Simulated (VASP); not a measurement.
Consider the following.

```
CELL_PARAMETERS angstrom
      0.00000     3.28706     3.28706
      3.28706     0.00000     3.28706
      3.28706     3.28706     0.00000
ATOMIC_POSITIONS crystal
  In 0.00000 0.00000 0.00000
  Sb 0.25000 0.25000 0.25000
```

Method: optB86b-vdW, VASP's PBE PAW potentials (set 64) (plane waves; VASP). Run with 520 eV cut-off, Gaussian smearing of 0.050 eV, potentials In_d Sb.

Unless said otherwise, spin-orbit coupling is left out, though it shifts the bands of the heavy elements here.

Problem. Predict the band gap (along the path) with the smallest direct gap where there is one.

Solution. 
```
Property                                                     Result
-------------------------  ----------------------------------------
band gap (along the path)  none (metal, semimetal or under 0.01 eV)
```

Only differences to runs with the same potentials and settings are physical.

The compound is InSb in the zinc blende structure. It was relaxed first.
